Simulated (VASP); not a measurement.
Data:

```xyz
8
Lattice="6.3668 0.0000 0.0000 0.0000 6.3668 0.0000 0.0000 0.0000 6.3668" Properties=species:S:1:pos:R:3 pbc="T T T"
Cd     0.0000     0.0000     6.3668
Cd     3.1834     3.1834     0.0000
Cd     3.1834     0.0000     3.1834
Te     1.4430     1.7404     1.7404
Te     4.9238     4.6264     1.7404
Te     4.9238     1.7404     4.6264
Te     1.4430     4.6264     4.6264
Be     0.0000     3.1834     3.1834
```

The numbers are results of PBE GGA, VASP's PBE PAW potentials (set 64) (plane waves; VASP), not measurements. Settings: 400 eV cut-off, Gaussian smearing of 0.050 eV, potentials Cd Te Be.

Unless said otherwise, spin-orbit coupling is left out, though it shifts the bands of the heavy elements here.

**Question.** Give the energies of bands 23 to 36 at the high-symmetry points, in eV from the valence-band maximum.

**Answer.** 
```tsv
band	Γ	X	M	R
23	-2.09	-2.45	-3.52	-4.27
24	-2.09	-2.43	-2.43	-1.14
25	-2.09	-2.37	-2.43	-1.14
26	-1.62	-2.37	-2.06	-1.14
27	-1.62	-2.21	-1.75	-0.54
28	-1.62	-1.20	-0.94	-0.54
29	0.00	-1.20	-0.94	-0.54
30	0.00	-0.69	-0.88	-0.46
31	0.00	-0.69	-0.19	-0.46
32	1.12	2.71	2.43	1.77
33	2.25	2.96	3.48	1.77
34	2.25	3.30	3.48	1.77
35	2.67	3.53	3.50	2.26
36	2.67	4.21	4.61	4.79
```

The gap is direct, 1.12 eV, from the valence maximum at Γ to the conduction minimum at Γ.

The structure was generated: BeCd3Te4 was put into an ordered model structure (P-43m), which need not be its known phase. It was relaxed first.
